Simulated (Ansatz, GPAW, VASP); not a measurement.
# Ga₂HgTe₄ (I-4, 7 atoms in the cell) computed with different codes at matched settings

Self-consistent single point.

```
Ga2HgTe4
1.0
   -3.10161     3.10161     5.95895
    3.10161    -3.10161     5.95895
    3.10161     3.10161    -5.95895
Ga Hg Te
2 1 4
Cartesian
  0.00000   0.00000   5.95895
  3.10161   0.00000   2.97948
  0.00000   0.00000   0.00000
 -1.39740   1.52444   4.31655
  1.52444   1.39740   7.60136
  4.49901   1.57717  -1.64241
  1.57717   1.70421   1.64241
```

Shared settings, as Ansatz (a program for electronic structure) writes them: kpoints.mp_grid.grid = 2 2 2; scf.occupations.method = fermi_dirac; scf.occupations.width = 0.01 eV. Potentials and cutoffs stand in the table.

```tsv
code	model	pressure (GPa)	largest force (eV/Å)	gap on the mesh (eV)	cutoff
VASP	PBEsol, VASP's PBE PAW potentials (set 64)	-0.84	0.078	–	300 eV
Ansatz	PBEsol, default PAW files made with PBE	-0.85	0.081	0.677	default
GPAW	PBEsol, GPAW PAW datasets PBEsol (made by gpaw-setup)	-0.83	0.084	0.710	600 eV
```

A dash marks a value that a program does not give, or that is left out as unsure.

No gap is tabulated for VASP: it is not read from that output, or partly filled or unconverged empty levels leave it unsure.

Gaps are read on the mesh.

On Ansatz's run: spin-orbit coupling is off.

The spread over the programs that give each value: pressure within 0.02 GPa; largest force within 0.006 eV/Å; gap on the mesh within 0.033 eV.

Ansatz's pressure is given at a fixed set of plane waves, as the other plane-wave codes print theirs.

On the base mesh (3 3 3) the same programs gave: Ansatz pressure -1.00 GPa, gap on the mesh 0.683 eV; GPAW pressure -0.98 GPa, gap on the mesh 0.718 eV; VASP pressure -0.97 GPa.

VASP's run is marked for a possible Pulay error in its stress at this cutoff; no cutoff test was made.

The starting cell comes from a database of computed structures (which also holds hypothetical and non-ambient phases and stackings), without a prior relaxation at this level.

Left out of this page: CP2K (on another mesh); SIESTA (not drawn, or without a comparable value).

Keys are those of Ansatz 0.2.
